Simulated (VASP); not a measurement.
Data:

```
CELL_PARAMETERS angstrom
      0.00000     2.78950     2.78950
      2.78950     0.00000     2.78950
      2.78950     2.78950     0.00000
ATOMIC_POSITIONS crystal
  Mg 0.00000 0.00000 0.00000
  Se 0.50000 0.50000 0.50000
```

Computed with vdW-DF-cx, VASP's PBE PAW potentials (set 64) (plane waves; VASP). Numerical set-up: 520 eV cut-off, 8×8×8 Γ-centred mesh, Gaussian smearing of 0.050 eV, potentials Mg Se.

Problem. Give the stress tensor in GPa (positive for a compressed cell).

Solution. 
```
-3.35   0.00   0.00
 0.00  -3.35   0.00
 0.00   0.00  -3.35
```
The pressure is its mean diagonal, -3.35 GPa.

The compound is MgSe in the rock salt structure. This cell is one point of a volume scan, at 1.06 of the reference volume.
